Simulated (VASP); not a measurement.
Level of theory: PBEsol GGA, VASP's PBE PAW potentials (set 64) (plane waves; VASP).

VASP input:

**INCAR**
```
SYSTEM = Li(100) slab
PREC = Normal; ENCUT = 450; LREAL = F
LASPH = T
EDIFF = 1E-5; NELM = 100; NELMIN = 4
ALGO = Normal
ISMEAR = 1; SIGMA = 0.1
GGA = PS
IBRION = 2; NSW = 50; ISIF = 2
EDIFFG = -0.03
LWAVE = T; LCHARG = F
DIPOL = 0.5 0.5 0.5
LDIPOL = T; IDIPOL = 3
```

**POSCAR**
```
Li(100) slab
1.0
  3.4259430602   0.0000000000   0.0000000000
  0.0000000000   3.4259430602   0.0000000000
  0.0000000000   0.0000000000  25.0025128204
Li
6
direct
  0.5000000000   0.0000000000   0.3287200000
  0.0000000000   0.5000000000   0.3972320000
  0.5000000000   0.0000000000   0.4657440000
  0.0000000000   0.5000000000   0.5342560000
  0.5000000000   0.0000000000   0.6027680000
  0.0000000000   0.5000000000   0.6712800000
```

File KPOINTS:
```
K-points
0
Gamma
  8 8 1
```

POTCAR, in this order: Li_sv (PBE.64 set). Program: vasp_std.

Problem. What will the output report for the number of irreducible k-points (NKPTS), largest plane-wave count, number of space-group operations, FFT grid (NGX, NGY, NGZ)?

Solution. 
```yaml
number of irreducible k-points (NKPTS): 15
largest_plane_wave_count: 6406
number_of_space_group_operations: 16
FFT grid (NGX, NGY, NGZ): 18 × 18 × 140
```

The cell is a thin slab with vacuum, built from Li (bcc): (100) face.
